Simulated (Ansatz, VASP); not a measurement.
# Cross-check of TiSn between VASP and Ansatz, part 3 of 3

Wanted: the spread between two codes on one cell, functional and k mesh. The cell is generated by rule, not measured, and may not be a known phase. The cell is taken from a series of runs on this material, whose earlier steps may have relaxed, scaled, displaced or heated it; both programs get it as it stands.

VASP 6.6.1 and Ansatz 0.2.0.

So far: Set-up; Ansatz: zone-centre phonons, PBE; VASP: zone-centre phonons, PBE.

## Step 3: VASP: zone-centre phonons, PBE (continued)

Level of this step: PBE; plane waves and PAW (Ti_sv, Sn_d); invented cell (VASP).

Numbers of over 12 decimals in the logs are rounded to 6 here.

Parts of OUTCAR (step 3):

```text
ion  position               nearest neighbor table
   1  0.333  0.667  0.250-   4 2.73   4 2.73   3 2.77   3 2.77   3 2.77
   2  0.667  0.333  0.750-   3 2.73   3 2.73   4 2.77   4 2.77   4 2.77
   3  0.667  0.333  0.250-   2 2.73   2 2.73   1 2.77   1 2.77   1 2.77
   4  0.333  0.667  0.750-   1 2.73   1 2.73   2 2.77   2 2.77   2 2.77

  LATTYP: Found a hexagonal cell.
 ALAT       =     4.8023495683
 C/A-ratio  =     1.1379830312

 Subroutine GETGRP returns: Found 24 space group operations
 (whereof 12 operations were pure point group operations)

The static configuration has the point symmetry D_3d.
 The point group associated with its full space group is D_6h.

 Found     56 irreducible k-points:

   k-points           NKPTS =     56   k-points in BZ     NKDIM =     56   number of bands    NBANDS=     32

   dimension x,y,z NGX =    36 NGY =   36 NGZ =   40
   dimension x,y,z NGXF=    72 NGYF=   72 NGZF=   80

   ENCUT  =  500.0 eV  36.75 Ry    6.06 a.u.   8.76  8.76  9.96*2*pi/ulx,y,z

   NELECT =      52.0000    total number of electrons

 k-points in reciprocal lattice and weights: Automatic mesh
   0.00000000  0.00000000  0.00000000       0.002
   0.10000000 -0.00000000  0.00000000       0.010
   0.20000000 -0.00000000  0.00000000       0.010
   0.30000000  0.00000000  0.00000000       0.010
   0.40000000 -0.00000000  0.00000000       0.010
   0.50000000  0.00000000  0.00000000       0.005
   0.10000000  0.10000000  0.00000000       0.010
   0.20000000  0.10000000  0.00000000       0.020
   0.30000000  0.10000000  0.00000000       0.020
[...]
0.40000000  0.20000000  0.50000000       0.010
   0.30000000  0.30000000  0.50000000       0.010

 average (electrostatic) potential at core
       1 -75.7097       2 -75.7097       3-100.4989       4-100.4989

  Total       -0.0300107     -0.0300107      0.0193145     -0.0000000      0.0000000      0.0000000
  in kB       -0.4405132     -0.4405132      0.2835084     -0.0000000      0.0000000      0.0000000
  external PRESSURE =      -0.1991726 kB  Pullay stress =       0.0000000 kB

  energy-cutoff  :      500.00
  volume of cell :      109.15
      direct lattice vectors                 reciprocal lattice vectors
     4.802349568  0.000003102  0.000000000     0.208231328  0.120222592  0.000000000
    -2.401177470  4.158955173  0.000000000    -0.000000155  0.240444916  0.000000000
     0.000000000  0.000000000  5.464992318     0.000000000  0.000000000  0.182982874

 POSITION                                       TOTAL-FORCE (eV/Angst)
 -----------------------------------------------------------------------------------
     -0.00000      2.77264      1.36625         0.000000     -0.000000      0.000000
      2.40117      1.38632      4.09874        -0.000000      0.000000      0.000000
      2.40117      1.38632      1.36625         0.000000     -0.000000     -0.000000
     -0.00000      2.77264      4.09874         0.000000     -0.000000     -0.000000
 -----------------------------------------------------------------------------------
    total drift:                               -0.000000     -0.000001      0.000000

 Eigenvectors and eigenvalues of the dynamical matrix
 ----------------------------------------------------

   1 f  =    8.013334 THz    50.349263 2PiTHz  267.296053 cm-1    33.140472 meV
             X         Y         Z           dx          dy          dz
     -0.000002  2.772638  1.366248    -0.000000    0.000000    0.579838
      2.401174  1.386320  4.098744    -0.000000    0.000000   -0.579838
      2.401174  1.386320  1.366248     0.000000   -0.000000    0.404707
     -0.000002  2.772638  4.098744     0.000000   -0.000000   -0.404707

   2 f  =    7.734879 THz    48.599678 2PiTHz  258.007793 cm-1    31.988875 meV
             X         Y         Z           dx          dy          dz
     -0.000002  2.772638  1.366248    -0.000000   -0.000000   -0.598151
      2.401174  1.386320  4.098744    -0.000000   -0.000000   -0.598151
      2.401174  1.386320  1.366248     0.000000    0.000000    0.377114
     -0.000002  2.772638  4.098744     0.000000    0.000000    0.377114

   3 f  =    6.476486 THz    40.692960 2PiTHz  216.032308 cm-1    26.784580 meV
             X         Y         Z           dx          dy          dz
     -0.000002  2.772638  1.366248     0.437557    0.407304   -0.000000
      2.401174  1.386320  4.098744     0.437557    0.407304   -0.000000
      2.401174  1.386320  1.366248    -0.276451   -0.257337    0.000000
     -0.000002  2.772638  4.098744    -0.276451   -0.257337    0.000000

   4 f  =    6.476486 THz    40.692960 2PiTHz  216.032308 cm-1    26.784580 meV
             X         Y         Z           dx          dy          dz
     -0.000002  2.772638  1.366248    -0.407304    0.437557    0.000000
      2.401174  1.386320  4.098744    -0.407304    0.437557    0.000000
      2.401174  1.386320  1.366248     0.257337   -0.276451   -0.000000
     -0.000002  2.772638  4.098744     0.257337   -0.276451    0.000000

   5 f  =    6.386244 THz    40.125952 2PiTHz  213.022158 cm-1    26.411370 meV
             X         Y         Z           dx          dy          dz
     -0.000002  2.772638  1.366248    -0.449997   -0.418835   -0.000000
      2.401174  1.386320  4.098744     0.449997    0.418835   -0.000000
      2.401174  1.386320  1.366248     0.255759    0.238048    0.000000
     -0.000002  2.772638  4.098744    -0.255759   -0.238048    0.000000

   6 f  =    6.386244 THz    40.125952 2PiTHz  213.022158 cm-1    26.411370 meV
             X         Y         Z           dx          dy          dz
     -0.000002  2.772638  1.366248     0.418835   -0.449997    0.000000
      2.401174  1.386320  4.098744    -0.418835    0.449997    0.000000
      2.401174  1.386320  1.366248    -0.238048    0.255759   -0.000000
     -0.000002  2.772638  4.098744     0.238048   -0.255759    0.000000

   7 f  =    2.219019 THz    13.942508 2PiTHz   74.018511 cm-1     9.177122 meV
             X         Y         Z           dx          dy          dz
     -0.000002  2.772638  1.366248    -0.255750   -0.238058   -0.000000
      2.401174  1.386320  4.098744     0.255750    0.238058   -0.000000
      2.401174  1.386320  1.366248    -0.449981   -0.418853   -0.000000
     -0.000002  2.772638  4.098744     0.449981    0.418853   -0.000000

   8 f  =    2.219019 THz    13.942508 2PiTHz   74.018511 cm-1     9.177122 meV
             X         Y         Z           dx          dy          dz
     -0.000002  2.772638  1.366248    -0.238058    0.255750    0.000000
      2.401174  1.386320  4.098744     0.238058   -0.255750   -0.000000
      2.401174  1.386320  1.366248    -0.418853    0.449981   -0.000000
     -0.000002  2.772638  4.098744     0.418853   -0.449981    0.000000

   9 f  =    1.288553 THz     8.096216 2PiTHz   42.981496 cm-1     5.329024 meV
             X         Y         Z           dx          dy          dz
     -0.000002  2.772638  1.366248    -0.000000    0.000000   -0.404707
      2.401174  1.386320  4.098744    -0.000000    0.000000    0.404707
      2.401174  1.386320  1.366248    -0.000000    0.000000    0.579838
     -0.000002  2.772638  4.098744    -0.000000    0.000000   -0.579838

  10 f/i=    0.015166 THz     0.095292 2PiTHz    0.505891 cm-1     0.062722 meV
             X         Y         Z           dx          dy          dz
     -0.000002  2.772638  1.366248    -0.249845    0.283240   -0.000000
      2.401174  1.386320  4.098744    -0.249845    0.283240   -0.000000
      2.401174  1.386320  1.366248    -0.395446    0.448302   -0.000000
     -0.000002  2.772638  4.098744    -0.395446    0.448302   -0.000000

  11 f/i=    0.015166 THz     0.095292 2PiTHz    0.505891 cm-1     0.062722 meV
             X         Y         Z           dx          dy          dz
     -0.000002  2.772638  1.366248     0.283240    0.249845   -0.000000
      2.401174  1.386320  4.098744     0.283240    0.249845   -0.000000
      2.401174  1.386320  1.366248     0.448302    0.395446   -0.000000
     -0.000002  2.772638  4.098744     0.448302    0.395446   -0.000000

  12 f/i=    0.025522 THz     0.160357 2PiTHz    0.851312 cm-1     0.105549 meV
             X         Y         Z           dx          dy          dz
     -0.000002  2.772638  1.366248     0.000000    0.000000    0.377114
      2.401174  1.386320  4.098744     0.000000    0.000000    0.377114
      2.401174  1.386320  1.366248     0.000000    0.000000    0.598151
     -0.000002  2.772638  4.098744     0.000000    0.000000    0.598151

 ELASTIC MODULI CONTR FROM IONIC RELAXATION (kBar)
 Direction    XX          YY          ZZ          XY          YZ          ZX
 --------------------------------------------------------------------------------
 XX        -424.9812    424.9812     -0.0000     -0.0000      0.0000      0.0000
 YY         424.9812   -424.9812      0.0000     -0.0000     -0.0000     -0.0000
 ZZ          -0.0000      0.0000     -0.0000     -0.0000      0.0000      0.0000
 XY          -0.0000     -0.0000     -0.0000   -424.9812     -0.0000     -0.0000
 YZ           0.0000     -0.0000      0.0000     -0.0000     -0.0000     -0.0000
 ZX           0.0000     -0.0000      0.0000     -0.0000     -0.0000     -0.0000
 --------------------------------------------------------------------------------
```

## Step 4: Differences

Known differences besides the potentials themselves: VASP's run holds the zone centre alone; the cutoff is 420 eV in Ansatz and 500 eV in VASP. Total energies have different zeros and are not compared.

Compared:

```tsv
quantity	Ansatz	VASP	difference
optical mode 1 (cm⁻¹)	46.3	43.0	+3.3
optical mode 2 to 3 (cm⁻¹)	74.9	74.0	+1.16 %
optical mode 4 to 5 (cm⁻¹)	212.2	213.0	-0.39 %
optical mode 6 to 7 (cm⁻¹)	216.0	216.0	-0.02 %
optical mode 8 (cm⁻¹)	255.8	258.0	-0.86 %
optical mode 9 (cm⁻¹)	264.9	267.3	-0.88 %
```

Modes are paired by rising frequency, not by their patterns, so a pair may set unlike modes beside each other; they are those without the splitting of longitudinal modes.

## Step 5: Outcome

| Item | Value |
| --- | --- |
| r.m.s. difference of the optical zone-centre modes, each program's sorted by frequency (zone-centre phonons, PBE) | 1.7 cm⁻¹ |
| difference in optical mode 2 to 3 (zone-centre phonons, PBE) | +1.2 % |

The r.m.s. difference of the optical zone-centre modes, each program's sorted by frequency is 1.7 cm⁻¹ (zone-centre phonons, PBE). Among the rows given in per cent, the largest difference of the zone-centre phonons, PBE pair is in optical mode 2 to 3, +1.2 %. How closely two codes agree says nothing of how well the functional describes the real material.

[Lines on the potential files, build, host, timing and source positions are cut from VASP's logs without a mark.]

[Logs are printed without paths, hosts, clocks, repeated set-up lines and the standing remarks that a program may print on its own settings, such as how far it seeks lower states.]

[Hosts, paths, dates, database ids (printed as entryN), source tags and the programs' standing remarks are cut or masked in the printed files.]
